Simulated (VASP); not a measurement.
Computed with PBE GGA, VASP's PBE PAW potentials (set 64) (plane waves; VASP).

Input for VASP

### KPOINTS
```
Automatic mesh
0
Gamma
15 15 15
0 0 0
```

### POSCAR
```
W
1
   -1.5800000000     1.5800000000     1.5800000000
    1.5800000000    -1.5800000000     1.5800000000
    1.5800000000     1.5800000000    -1.5800000000
W
1
Direct
  0.0000000000   0.0000000000   0.0000000000
```

**INCAR**
```
# general
SYSTEM   =  W
PREC     =  Accurate
ENCUT    =  400
LREAL    =  .FALSE.
LASPH    =  .TRUE.   # aspherical one-centre terms

# electronic loop
EDIFF    =  1E-6   # SCF stop (eV)
NELM     =  100   # most electronic steps
ALGO     =  Normal   # blocked Davidson
LMAXMIX  =  6   # l cut-off of mixed one-centre charges

# smearing
ISMEAR   =  1
SIGMA    =  0.1

# functional
GGA      =  PE   # PBE

# ions
IBRION   =  2   # conjugate gradients
NSW      =  60   # most ionic steps
ISIF     =  3   # ions, shape and volume
EDIFFG   =  -0.01

# output
LWAVE    =  .FALSE.
LCHARG   =  .FALSE.
```

POTCAR, in this order: W_sv (PBE.64 set). Program: vasp_std.

What VASP printed:

**OSZICAR**
```
       N       E                     dE             d eps       ncg     rms          rms(c)
DAV:   1     0.652593942565E+02    0.65259E+02   -0.68158E+03  2651   0.123E+03
DAV:   2    -0.122506643895E+02   -0.77510E+02   -0.75110E+02  2859   0.298E+02
DAV:   3    -0.135509463425E+02   -0.13003E+01   -0.12900E+01  3028   0.390E+01
DAV:   4    -0.135574227078E+02   -0.64764E-02   -0.64762E-02  2832   0.297E+00
DAV:   5    -0.135574750763E+02   -0.52368E-04   -0.52368E-04  2970   0.266E-01    0.211E+01
DAV:   6    -0.130769941190E+02    0.48048E+00   -0.56012E-01  2811   0.100E+01    0.851E+00
DAV:   7    -0.129487835695E+02    0.12821E+00   -0.30025E-01  2918   0.689E+00    0.611E-01
DAV:   8    -0.129441977665E+02    0.45858E-02   -0.34582E-03  2727   0.840E-01    0.129E-01
DAV:   9    -0.129442298198E+02   -0.32053E-04   -0.42498E-05  2982   0.840E-02    0.646E-02
DAV:  10    -0.129442258779E+02    0.39419E-05   -0.99583E-06  2859   0.477E-02    0.124E-02
DAV:  11    -0.129442263716E+02   -0.49374E-06   -0.12564E-07  1540   0.431E-03
   1 F= -.12944226E+02 E0= -.12944383E+02  d E =-.129442E+02
       N       E                     dE             d eps       ncg     rms          rms(c)
DAV:   1    -0.145672880184E+02   -0.16231E+01   -0.40799E+01  2694   0.104E+02    0.132E+01
DAV:   2    -0.130382180655E+02    0.15291E+01   -0.26464E+00  2670   0.202E+01    0.363E+00
DAV:   3    -0.128394400800E+02    0.19878E+00   -0.61461E-01  2756   0.991E+00    0.200E+00
DAV:   4    -0.128427410088E+02   -0.33009E-02   -0.89182E-03  2753   0.125E+00    0.831E-01
DAV:   5    -0.128436919714E+02   -0.95096E-03   -0.17285E-03  2837   0.496E-01    0.178E-02
DAV:   6    -0.128436878701E+02    0.41013E-05   -0.13489E-05  2859   0.448E-02    0.118E-02
DAV:   7    -0.128436888049E+02   -0.93481E-06   -0.52031E-07  1710   0.104E-02
   2 F= -.12843689E+02 E0= -.12843844E+02  d E =0.100538E+00
       N       E                     dE             d eps       ncg     rms          rms(c)
DAV:   1    -0.139497237648E+02   -0.11060E+01   -0.22383E+01  2703   0.716E+01    0.132E+01
DAV:   2    -0.131062280833E+02    0.84350E+00   -0.12113E+00  2685   0.155E+01    0.276E+00
DAV:   3    -0.129531176129E+02    0.15311E+00   -0.40754E-01  2741   0.854E+00    0.258E+00
DAV:   4    -0.129538600590E+02   -0.74245E-03   -0.93075E-03  2750   0.129E+00    0.114E-01
DAV:   5    -0.129536331544E+02    0.22690E-03   -0.14027E-03  2826   0.487E-01    0.185E-02
DAV:   6    -0.129536271926E+02    0.59618E-05   -0.13690E-05  2763   0.532E-02    0.157E-02
DAV:   7    -0.129536275963E+02   -0.40367E-06   -0.62246E-07  1667   0.105E-02
   3 F= -.12953628E+02 E0= -.12953779E+02  d E =-.940122E-02
       N       E                     dE             d eps       ncg     rms          rms(c)
DAV:   1    -0.129537336199E+02   -0.10643E-03   -0.21781E-03  2715   0.737E-01    0.123E-01
DAV:   2    -0.129536535123E+02    0.80108E-04   -0.11693E-04  2709   0.147E-01    0.284E-02
DAV:   3    -0.129536403197E+02    0.13193E-04   -0.38912E-05  2760   0.823E-02    0.222E-02
DAV:   4    -0.129536416903E+02   -0.13706E-05   -0.81331E-07  1760   0.126E-02    0.303E-03
DAV:   5    -0.129536416788E+02    0.11472E-07   -0.15614E-07  1329   0.551E-03
   4 F= -.12953642E+02 E0= -.12953794E+02  d E =-.941531E-02
```

### OUTCAR
```
------------------------ aborting loop because EDIFF is reached ----------------------------------------
  FORCE on cell =-STRESS in cart. coord.  units (eV):
  Direction    XX          YY          ZZ          XY          YZ          ZX
  --------------------------------------------------------------------------------------
  Total       -0.0025807     -0.0025807     -0.0025807      0.0000000     -0.0000000      0.0000000
  in kB       -0.2557478     -0.2557478     -0.2557478      0.0000000     -0.0000000      0.0000000
  external PRESSURE =      -0.2557478 kB  Pullay stress =       0.0000000 kB
  volume of cell :       16.17
      direct lattice vectors                 reciprocal lattice vectors
    -1.592919012  1.592919012  1.592919012     0.000000000  0.313889153  0.313889153
     1.592919012 -1.592919012  1.592919012     0.313889153  0.000000000  0.313889153
     1.592919012  1.592919012 -1.592919012     0.313889153  0.313889153  0.000000000
 POSITION                                       TOTAL-FORCE (eV/Angst)
 -----------------------------------------------------------------------------------
     -0.00000      0.00000      0.00000         0.000000      0.000000     -0.000000
 -----------------------------------------------------------------------------------
    total drift:                                0.000000     -0.000000      0.000000
  FREE ENERGIE OF THE ION-ELECTRON SYSTEM (eV)
  ---------------------------------------------------
  free  energy   TOTEN  =       -12.9536416788 eV

  energy  without entropy=      -12.9540979467  energy(sigma->0) =      -12.95379377

 reached required accuracy - stopping structural energy minimisation
```
(Selected blocks of OUTCAR.)

### CONTCAR
```
W
   1.00000000000000
    -1.5929190119976266    1.5929190119976266    1.5929190119976266
     1.5929190119976266   -1.5929190119976266    1.5929190119976266
     1.5929190119976266    1.5929190119976266   -1.5929190119976266
  W
     1
Direct
     0.0000000000000000    0.0000000000000000    0.0000000000000000
```

Energy and stress use the plane-wave basis of the starting cell.

The compound is W in the bcc structure. This run relaxes it. Symmetry was kept, so distortions that lower it aren't found.
